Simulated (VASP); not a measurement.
Calculation: PBE GGA, VASP's PBE PAW potentials (set 64) (plane waves; VASP).

The input files of a VASP run:

### KPOINTS
```
Automatic
0
gamma
11 11 11
0 0 0
```

**POSCAR**
```
NiAl
5.9312160
  0.5000000000   0.0000000000   0.0000000000
  0.0000000000   0.4970061788   0.0000000000
  0.0000000000   0.0000000000   0.4906268799
Al Ni
1 1
Cart
  0.2500000000   0.2485030894   0.2453134399
  0.0047375000   0.0000000000   0.0000000000
```

**INCAR**
```
# general
SYSTEM  = NiAl
PREC    = Accurate
ENCUT   = 400
LREAL   = .False.
LASPH   = .True.

# electronic loop
EDIFF   = 1E-6
NELM    = 100
ALGO    = VeryFast
LMAXMIX = 4

# smearing
ISMEAR  = 1
SIGMA   = 0.1

# functional
GGA     = PE

# ions
ISIF    = 2

# output
LWAVE   = .False.
LCHARG  = .False.
```

POTCAR, in this order: Al Ni (PBE.64 set). Program: vasp_std.

What VASP printed:

File OUTCAR:
```
 ion  position               nearest neighbor table
   1  0.500  0.500  0.500-   2 2.53   2 2.53   2 2.53   2 2.53   2 2.56   2 2.56   2 2.56   2 2.56
  LATTYP: Found a simple orthorhombic cell.
 ALAT       =     2.9100140000
 B/A-ratio  =     1.0130023429
 C/A-ratio  =     1.0191043754
 Subroutine PRICEL returns:
 Original cell was already a primitive cell.
 Subroutine GETGRP returns: Found  4 space group operations
The static configuration has the point symmetry C_2v.
The dynamic configuration has the point symmetry C_2v.
 Subroutine INISYM returns: Found  4 space group operations
 Subroutine IBZKPT returns following result:
 Found    216 irreducible k-points:

 Following reciprocal coordinates:
            Coordinates               Weight
  0.000000  0.000000  0.000000      1.000000
  0.090909  0.000000  0.000000      2.000000
  0.181818  0.000000  0.000000      2.000000
  0.272727  0.000000  0.000000      2.000000
  0.363636  0.000000  0.000000      2.000000
  0.454545  0.000000  0.000000      2.000000
  0.000000  0.090909  0.000000      2.000000
  0.090909  0.090909  0.000000      4.000000
  0.181818  0.090909  0.000000      4.000000
  0.272727  0.090909  0.000000      4.000000
  0.363636  0.090909  0.000000      4.000000
  0.454545  0.090909  0.000000      4.000000
  0.000000  0.181818  0.000000      2.000000
  0.090909  0.181818  0.000000      4.000000
  0.181818  0.181818  0.000000      4.000000
  0.272727  0.181818  0.000000      4.000000
  0.363636  0.181818  0.000000      4.000000
  0.454545  0.181818  0.000000      4.000000
  0.000000  0.272727  0.000000      2.000000
  0.090909  0.272727  0.000000      4.000000
  0.181818  0.272727  0.000000      4.000000
  0.272727  0.272727  0.000000      4.000000
  0.363636  0.272727  0.000000      4.000000
...
```

**OSZICAR**
```
       N       E                     dE             d eps       ncg     rms          rms(c)
RMM:   1     0.589685640657E+02    0.58969E+02   -0.33037E+03  2160   0.944E+02
RMM:   2    -0.450145348078E+00   -0.59419E+02   -0.63917E+02  2160   0.228E+02
RMM:   3    -0.902993564990E+01   -0.85798E+01   -0.70392E+01  2160   0.934E+01
RMM:   4    -0.113046894491E+02   -0.22748E+01   -0.11145E+01  2160   0.467E+01
RMM:   5    -0.116817887912E+02   -0.37710E+00   -0.31887E+00  2160   0.210E+01
RMM:   6    -0.117935797950E+02   -0.11179E+00   -0.10167E+00  2160   0.144E+01
RMM:   7    -0.118364517871E+02   -0.42872E-01   -0.39985E-01  2160   0.763E+00
RMM:   8    -0.118531584281E+02   -0.16707E-01   -0.15763E-01  2160   0.569E+00
RMM:   9    -0.118646209467E+02   -0.11463E-01   -0.11134E-01  6544   0.313E+00
RMM:  10    -0.118654128735E+02   -0.79193E-03   -0.79998E-03  5775   0.492E-01
RMM:  11    -0.118654872801E+02   -0.74407E-04   -0.73244E-04  6108   0.202E-01
RMM:  12    -0.118655042009E+02   -0.16921E-04   -0.16945E-04  4922   0.485E-02    0.115E+01
RMM:  13    -0.140911244398E+02   -0.22256E+01   -0.27135E+01  8640   0.827E+01    0.171E+01
RMM:  14    -0.105462565727E+02    0.35449E+01   -0.88286E+00  8640   0.438E+01    0.114E+00
RMM:  15    -0.105204157522E+02    0.25841E-01   -0.14704E-01  8496   0.632E+00    0.100E+00
RMM:  16    -0.105078210609E+02    0.12595E-01   -0.32824E-02  7352   0.261E+00    0.363E-01
RMM:  17    -0.105066484567E+02    0.11726E-02   -0.18579E-03  5420   0.624E-01    0.119E-01
RMM:  18    -0.105066110474E+02    0.37409E-04   -0.28490E-04  5199   0.150E-01    0.138E-02
RMM:  19    -0.105066141244E+02   -0.30770E-05   -0.56212E-05  5475   0.635E-02    0.148E-02
RMM:  20    -0.105066148023E+02   -0.67790E-06   -0.61141E-06  4515   0.254E-02
   1 F= -.10506615E+02 E0= -.10506477E+02  d E =-.413356E-03
```

File OUTCAR:
```
------------------------ aborting loop because EDIFF is reached ----------------------------------------
  FORCE on cell =-STRESS in cart. coord.  units (eV):
  Direction    XX          YY          ZZ          XY          YZ          ZX
  --------------------------------------------------------------------------------------
  Total       -1.1815106     -1.1357508     -1.0135026      0.0000000      0.0000000      0.0000000
  in kB      -74.4104338    -71.5285244    -63.8294522      0.0000000      0.0000000      0.0000000
  external PRESSURE =     -69.9228034 kB  Pullay stress =       0.0000000 kB
  volume of cell :       25.44
      direct lattice vectors                 reciprocal lattice vectors
     2.965608000  0.000000000  0.000000000     0.337198982  0.000000000  0.000000000
     0.000000000  2.947851000  0.000000000     0.000000000  0.339230171  0.000000000
     0.000000000  0.000000000  2.910014000     0.000000000  0.000000000  0.343640958
 POSITION                                       TOTAL-FORCE (eV/Angst)
 -----------------------------------------------------------------------------------
      1.48280      1.47393      1.45501         0.130676      0.000000      0.000000
      0.02810      0.00000      0.00000        -0.130676      0.000000      0.000000
 -----------------------------------------------------------------------------------
    total drift:                               -0.000129      0.000000      0.000014
  FREE ENERGIE OF THE ION-ELECTRON SYSTEM (eV)
  ---------------------------------------------------
  free  energy   TOTEN  =       -10.5066148023 eV

  energy  without entropy=      -10.5062014463  energy(sigma->0) =      -10.50647702
```
(Selected blocks of OUTCAR.)

The compound is NiAl in the CsCl type structure. The cell was not relaxed at this level, atoms are displaced from their ideal sites. The run is one of a series of settings (ALGO = VeryFast against the base run), some of them coarse on purpose. The run is not spin-polarised, so no magnetic state was tried. The electron count is odd and the run is not spin-polarised, which forces a metal.
